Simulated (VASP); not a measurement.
The system is CuI (Marshite).

```
CELL_PARAMETERS angstrom
0.00000 2.96962 2.96962
2.96962 0.00000 2.96962
2.96962 2.96962 0.00000
ATOMIC_POSITIONS crystal
Cu 0.25000 0.25000 0.25000
I 0.00000 0.00000 0.00000
```

The cell isn't the ideal one: cell and atoms relaxed from 0.94 times the given volume.

| Quantity | Value |
| --- | --- |
| Program | VASP 6.6.1 |
| Task | relaxation of cell and atoms |
| Functional | LDA |
| Potentials or basis | VASP PAW LDA potentials, release 64 (Cu, I) |
| Cutoff | 600 eV |
| k mesh | 9 × 9 × 9 |
| Occupations | fermi-dirac, width 0.05 eV |
| Spin | no spin polarisation |

At the start: pressure -1.9 GPa; volume 26.19 Å³/atom.

Question: Where does the relaxation end?

Answer: Over 9 steps the energy falls by 5.9 meV/atom and the volume is 25.20 Å³/atom (-3.8 %); space group F-43m (No. 216, to 0.05 Å).

Step by step:
| step | energy change (eV) | largest force (eV/Å) | pressure (GPa) | volume (Å³) |
| --- | --- | --- | --- | --- |
| 1 | 0.0000 | 0.0000 | -1.87 | 52.38 |
| 2 | -0.0113 | 0.0000 | 0.19 | 50.10 |
| 3 | -0.0118 | 0.0000 | 0.04 | 50.33 |
| 4 | -0.0118 | 0.0000 | 0.05 | 50.37 |
| 5 | -0.0091 | 0.0000 | -1.10 | 51.37 |
| 6 | -0.0118 | 0.0000 | -0.11 | 50.41 |
| 7 | -0.0118 | 0.0000 | 0.13 | 50.41 |
| 8 | -0.0118 | 0.0000 | -0.14 | 50.41 |
| 9 | -0.0118 | 0.0000 | 0.02 | 50.41 |

Final structure:
```
Cu I
1.0
     0.00000    2.93196    2.93196
     2.93196    0.00000    2.93196
     2.93196    2.93196    0.00000
Cu I
1 1
Direct
  0.25000 0.25000 0.25000
  0.00000 0.00000 0.00000
```
